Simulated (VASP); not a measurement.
# Lattice vibrations of SnSe2, part 2 of 5

Wanted: whether SnSe2 is dynamically stable, and its vibrational spectrum. The start is a cell from a database of measured crystal structures.

VASP 6.6.1; PBEsol; plane waves and PAW (Sn_d, Se).

So far. Step 2 (Relax the host): The run ended after 6 ionic steps, 0.034 eV below its first step, once forces and stress met EDIFFG = -0.02. The relaxed cell has a = 3.816, c = 6.267 Å (conventional setting).

### Step 3. Tight relaxation

Force constants are second derivatives, so residual forces and stress must first be far smaller than in an ordinary relaxation. Mesh differs from the relaxation before, which can move the cell too.

The input, INCAR:

```
SYSTEM = SnSe2
PREC = Accurate
ENCUT = 350
EDIFF = 1E-08
NELM = 120
ISMEAR = 0
SIGMA = 0.05
LREAL = .FALSE.
ALGO = Fast
GGA = PS
NBANDS = 19
LORBIT = 11
LWAVE = .FALSE.
LCHARG = .FALSE.
KPAR = 4
IBRION = 1
NSW = 30
ISIF = 3
EDIFFG = -0.002
POTIM = 0.4
```

The input, POSCAR:

```
SnSe2
1.0
    3.8156891788      0.0000000000      0.0000000000
   -1.9078445894      3.3044837618      0.0000000000
    0.0000000000      0.0000000000      6.2671520252
Sn Se
1 2
Direct
    0.0000000000      0.0000000000      0.0000000000
    0.6666666667      0.3333333333      0.7470895986
    0.3333333333      0.6666666667      0.2529104014
```

The input, KPOINTS:

```
Automatic mesh
0
Gamma
8 8 5
0 0 0
```

The projector-augmented-wave data sets are Sn_d and Se (PBE family, release 64).

Command:

```bash
$ mpirun -np 4 vasp_std
```

The program printed:

```text
[banner, memory and clock lines left out]
running    4 mpi-ranks, on    1 nodes
 distrk:  each k-point on    1 cores,    4 groups
 distr:  one band on    1 cores,    1 groups

 POSCAR found type information on POSCAR SnSe
 POSCAR found :  2 types and       3 ions
 [... a notice as in an earlier step ...]

 LDA part: xc-table for (Slater+PW92), standard interpolation
 POSCAR, INCAR and KPOINTS ok, starting setup
 FFT: planning ... GRIDC
 FFT: planning ... GRID_SOFT
 FFT: planning ... GRID
 WAVECAR not read
 entering main loop
       N       E                     dE             d eps       ncg     rms          rms(c)
DAV:   1     0.173322386541E+03    0.17332E+03   -0.99062E+03  1541   0.120E+03
DAV:   2     0.597655883147E+01   -0.16735E+03   -0.16212E+03  1679   0.320E+02
DAV:   3    -0.126697237662E+02   -0.18646E+02   -0.18220E+02  1886   0.105E+02
DAV:   4    -0.132331658014E+02   -0.56344E+00   -0.56283E+00  1821   0.192E+01
DAV:   5    -0.132450886976E+02   -0.11923E-01   -0.11922E-01  2074   0.284E+00    0.494E+00
RMM:   6    -0.130046767414E+02    0.24041E+00   -0.30190E-01  1651   0.445E+00    0.300E+00
RMM:   7    -0.129786435425E+02    0.26033E-01   -0.14777E-01  1548   0.205E+00    0.978E-01
RMM:   8    -0.129749792168E+02    0.36643E-02   -0.14497E-02  1689   0.124E+00    0.127E-01
RMM:   9    -0.129750463148E+02   -0.67098E-04   -0.22906E-03  1754   0.437E-01    0.667E-02
RMM:  10    -0.129750833255E+02   -0.37011E-04   -0.64237E-04  1799   0.257E-01    0.194E-02
RMM:  11    -0.129751064670E+02   -0.23142E-04   -0.15837E-04  1923   0.110E-01    0.124E-02
RMM:  12    -0.129751028784E+02    0.35885E-05   -0.55109E-05  1846   0.532E-02    0.423E-03
RMM:  13    -0.129751028487E+02    0.29755E-07   -0.10490E-05  1910   0.286E-02    0.327E-03
RMM:  14    -0.129751031265E+02   -0.27779E-06   -0.31199E-06  2177   0.120E-02    0.381E-03
RMM:  15    -0.129751032283E+02   -0.10182E-06   -0.51231E-07  1842   0.664E-03    0.643E-03
RMM:  16    -0.129751032589E+02   -0.30635E-07   -0.23612E-07  1679   0.498E-03    0.131E-03
RMM:  17    -0.129751032810E+02   -0.22124E-07   -0.42887E-08  1486   0.155E-03    0.167E-03
 num prob  num prob RMM:  18    -0.129751032879E+02   -0.68285E-08   -0.14931E-08  1050   0.105E-03
   1 F= -.12975103E+02 E0= -.12975103E+02  d E =-.129751E+02
 BRION: g(F)=  0.172E-03 g(S)=  0.959E-04
 bond charge predicted
       N       E                     dE             d eps       ncg     rms          rms(c)
DAV:   1    -0.129759314588E+02   -0.82818E-03   -0.20277E-02  1921   0.175E+00    0.130E-01
RMM:   2    -0.129754760782E+02    0.45538E-03   -0.99095E-04  1674   0.347E-01    0.627E-02
RMM:   3    -0.129753456246E+02    0.13045E-03   -0.47917E-04  1587   0.223E-01    0.111E-02
RMM:   4    -0.129753490216E+02   -0.33970E-05   -0.52802E-05  1791   0.564E-02    0.915E-03
RMM:   5    -0.129753495077E+02   -0.48605E-06   -0.10720E-05  1802   0.286E-02    0.304E-03
RMM:   6    -0.129753497312E+02   -0.22349E-06   -0.30549E-06  1902   0.161E-02    0.225E-03
RMM:   7    -0.129753498518E+02   -0.12065E-06   -0.76992E-07  1720   0.897E-03    0.523E-04
RMM:   8    -0.129753498470E+02    0.47717E-08   -0.31403E-07  1889   0.571E-03    0.402E-04
RMM:   9    -0.129753498533E+02   -0.62573E-08   -0.12270E-07  1383   0.291E-03    0.293E-04
RMM:  10    -0.129753498458E+02    0.74670E-08   -0.22932E-08  1126   0.147E-03
   2 F= -.12975350E+02 E0= -.12975350E+02  d E =-.246558E-03
[... from here on, the cycles between the ionic steps are left out ...]
   3 F= -.12975689E+02 E0= -.12975689E+02  d E =-.339435E-03
   4 F= -.12975128E+02 E0= -.12975128E+02  d E =0.561603E-03
   5 F= -.12975304E+02 E0= -.12975304E+02  d E =-.176077E-03
   6 F= -.12977978E+02 E0= -.12977978E+02  d E =-.267424E-02
   7 F= -.12977972E+02 E0= -.12977972E+02  d E =0.615234E-05
   8 F= -.12977995E+02 E0= -.12977995E+02  d E =-.227915E-04
   9 F= -.12978050E+02 E0= -.12978050E+02  d E =-.553414E-04
  10 F= -.12978107E+02 E0= -.12978107E+02  d E =-.569596E-04
  11 F= -.12978105E+02 E0= -.12978105E+02  d E =0.239891E-05
  12 F= -.12978107E+02 E0= -.12978107E+02  d E =-.247520E-05
 BRION: g(F)=  0.450E-06 g(S)=  0.326E-06
 BRIONS problems: POTIM should be increased
 retain N=  1 mean eig=12.10
 eig:  12.099
 bond charge predicted
       N       E                     dE             d eps       ncg     rms          rms(c)
DAV:   1    -0.129782105082E+02   -0.10350E-03   -0.59368E-03  1728   0.726E-01    0.575E-02
RMM:   2    -0.129781371471E+02    0.73361E-04   -0.30955E-04  1628   0.164E-01    0.288E-02
RMM:   3    -0.129781118624E+02    0.25285E-04   -0.79441E-05  1602   0.823E-02    0.926E-03
RMM:   4    -0.129781119612E+02   -0.98777E-07   -0.16479E-05  1757   0.313E-02    0.470E-03
RMM:   5    -0.129781125305E+02   -0.56930E-06   -0.31466E-06  1745   0.187E-02    0.120E-03
RMM:   6    -0.129781124767E+02    0.53817E-07   -0.12486E-06  1804   0.108E-02    0.111E-03
RMM:   7    -0.129781125084E+02   -0.31652E-07   -0.42325E-07  1857   0.553E-03    0.639E-04
RMM:   8    -0.129781124829E+02    0.25430E-07   -0.61783E-08  1422   0.228E-03    0.238E-04
RMM:   9    -0.129781125054E+02   -0.22434E-07   -0.27670E-08  1129   0.154E-03    0.220E-04
 num prob RMM:  10    -0.129781124987E+02    0.66229E-08   -0.73804E-09   986   0.811E-04
  13 F= -.12978112E+02 E0= -.12978112E+02  d E =-.548337E-05
 BRION: g(F)=  0.121E-06 g(S)=  0.592E-07
 BRIONS problems: POTIM should be increased
 retain N=  1 mean eig= 8.58
 eig:   8.583
 reached required accuracy - stopping structural energy minimisation
```

It took 37 s on 4 MPI ranks of Intel Xeon 6975P-C (Granite Rapids), shared host; peak memory 0.7 GiB; 2.4 min of CPU time.

Parts of OUTCAR (step 3):

```text
  LATTYP: Found a hexagonal cell.
 ALAT       =     3.8156891788
 C/A-ratio  =     1.6424692189

The static configuration has the point symmetry D_3d.

 Found     40 irreducible k-points:

   k-points           NKPTS =     40   k-points in BZ     NKDIM =     40   number of bands    NBANDS=     19

   ENCUT  =  350.0 eV  25.72 Ry    5.07 a.u.   5.82  5.82  9.56*2*pi/ulx,y,z

   NELECT =      26.0000    total number of electrons

 E-fermi :   4.3896

 k-point     1 :       0.0000    0.0000    0.0000
  band No.  band energies     occupation
    ...
      9       3.5162      2.00000
     10       3.5162      2.00000
     11       3.7441      2.00000
     12       3.7441      2.00000
     13       4.0134      2.00000
     14       4.9503      0.00000
     15       7.0587      0.00000
     16       8.6832      0.00000
     17       8.6832      0.00000
     18      12.1163      0.00000
    ...

 k-point     2 :       0.1250    0.0000    0.0000
  band No.  band energies     occupation
    ...
      9       2.0398      2.00000
     10       2.9364      2.00000
     11       2.9366      2.00000
     12       4.0027      2.00000
     13       4.0916      2.00000
     14       6.0264      0.00000
     15       7.6981      0.00000
     16       8.3973      0.00000
     17       8.9320      0.00000
     18      11.6280      0.00000
    ...

  Total        0.0014766      0.0014766     -0.0004870     -0.0000000      0.0000000      0.0000000
  in kB        0.0306391      0.0306391     -0.0101039     -0.0000000      0.0000000      0.0000000
  external PRESSURE =       0.0170581 kB  Pullay stress =       0.0000000 kB

  energy-cutoff  :      350.00
  volume of cell :       77.22
      direct lattice vectors                 reciprocal lattice vectors
     3.818236140 -0.000000000 -0.000000000     0.261901036  0.151208634  0.000000000
    -1.909118070  3.306689495  0.000000000     0.000000000  0.302417267  0.000000000
    -0.000000000 -0.000000000  6.115814149     0.000000000 -0.000000000  0.163510528

 POSITION                                       TOTAL-FORCE (eV/Angst)
 -----------------------------------------------------------------------------------
     -0.00000      0.00000     -0.00000         0.000000      0.000000      0.000000
      1.90912      1.10223      4.52819         0.000000      0.000000     -0.001250
     -0.00000      2.20446      1.58763        -0.000000     -0.000000      0.001250
 -----------------------------------------------------------------------------------
    total drift:                               -0.000000      0.000000      0.000000

  FREE ENERGIE OF THE ION-ELECTRON SYSTEM (eV)
  ---------------------------------------------------
  free  energy   TOTEN  =       -12.9781124987 eV

  energy  without entropy=      -12.9781124987  energy(sigma->0) =      -12.97811250

 total charge
# of ion       s       p       d       tot
------------------------------------------
    1        1.063   1.028  10.097  12.188
    2        1.488   2.289   0.028   3.805
    3        1.488   2.289   0.028   3.805
--------------------------------------------------
tot          4.039   5.606  10.153  19.798

[... 3 parts as in an earlier step ...]

[... 7 further parts left out ...]
```

CONTCAR:

```
SnSe2
   1.00000000000000
     3.8182361400745353   -0.0000000000000001   -0.0000000000000001
    -1.9091180700372674    3.3066894949662107    0.0000000000000001
    -0.0000000000000003   -0.0000000000000002    6.1158141488097950
  Sn              Se
     1     2
Direct
    -0.0000000000000000    0.0000000000000000   -0.0000000000000000
     0.6666666667000030    0.3333333332999970    0.7404062047570376
     0.3333333332999970    0.6666666667000030    0.2595937952429621
```

Relaxation path:

| step | energy less that of the first step (eV) | largest force (eV/Å) | pressure (GPa) | volume (Å³) |
| --- | --- | --- | --- | --- |
| 1 | 0.0000 | 0.0472 | -0.10 | 79.02 |
| 2 | -0.0002 | 0.0483 | -0.04 | 78.88 |
| 3 | -0.0006 | 0.0358 | -0.07 | 78.78 |
| 4 | 0.0000 | 0.0417 | -0.09 | 79.00 |
| 5 | -0.0002 | 0.0397 | -0.09 | 78.94 |
| 6 | -0.0029 | 0.0105 | 0.03 | 77.46 |
| 7 | -0.0029 | 0.0057 | -0.03 | 77.55 |
| 8 | -0.0029 | 0.0067 | -0.01 | 77.51 |
| 9 | -0.0029 | 0.0050 | -0.02 | 77.43 |
| 10 | -0.0030 | 0.0042 | 0.00 | 77.26 |
| 11 | -0.0030 | 0.0027 | -0.01 | 77.28 |
| 12 | -0.0030 | 0.0024 | -0.01 | 77.27 |
| 13 | -0.0030 | 0.0012 | 0.00 | 77.22 |

| conventional cell, symmetrised | before | after | change |
| --- | --- | --- | --- |
| a (Å) | 3.816 | 3.818 | +0.1 % |
| b (Å) | 3.816 | 3.818 | +0.1 % |
| c (Å) | 6.267 | 6.116 | -2.4 % |
| volume (Å³/atom) | 26.34 | 25.74 | -2.3 % |

The atoms that moved most (Å, as changes of fractional coordinates times the final cell):

| atom | dx | dy | dz | length |
| --- | --- | --- | --- | --- |
| Se2 | 0.000 | 0.000 | -0.041 | 0.041 |
| Se3 | 0.000 | 0.000 | 0.041 | 0.041 |

Final coordinates:

```
Sn Se
1.0
     3.81824    0.00000    0.00000
    -1.90912    3.30669    0.00000
     0.00000    0.00000    6.11581
Sn Se
1 2
Cartesian
  0.0000 0.0000 0.0000
  1.9091 1.1022 4.5282
  0.0000 2.2045 1.5876
```

Numbers from this step:

```
electronic cycles              : 136
free energy (TOTEN)            : -12.98 eV
Fermi energy                   : 4.390 eV
pressure                       : 0.001706 GPa
gap on the k-mesh              : 0.5775 eV
least direct gap on the k-mesh : 0.9369 eV
```

The run ended after 13 ionic steps, 0.003 eV below its first step, once forces and stress met EDIFFG = -0.002.

[end of part 2 of 5]

[Lines on the potential files, build, host, timing and source positions are cut from VASP's logs without a mark.]

[Logs are printed without paths, hosts, clocks, repeated set-up lines and the standing remarks that a program may print on its own settings, such as how far it seeks lower states.]

[Hosts, paths, dates, database ids (printed as entryN), source tags and the programs' standing remarks are cut or masked in the printed files.]

[Runs that stopped without an error message from VASP are left out.]
